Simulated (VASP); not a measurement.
Consider the following.

```xyz
1
Lattice="-1.4943 1.4943 1.4943 1.4943 -1.4943 1.4943 1.4943 1.4943 -1.4943" Properties=species:S:1:pos:R:3 pbc="T T T"
V      0.0000     0.0000     0.0000
```

Method: PBEsol GGA, VASP's PBE PAW potentials (set 64) (plane waves; VASP). Run with 520 eV cut-off, 17×17×17 Γ-centred mesh, first-order Methfessel-Paxton smearing of 0.10 eV, potentials V_sv.

Question: Give the stress tensor in GPa (positive for a compressed cell).

Answer: 
```
-5.31   0.00   0.00
 0.00  -5.31   0.00
 0.00   0.00  -5.31
```
The pressure is its mean diagonal, -5.31 GPa.

The compound is V in the bcc structure. This cell is one point of a volume scan, at 1.03 of the reference volume. The run is not spin-polarised, so no magnetic state was tried.
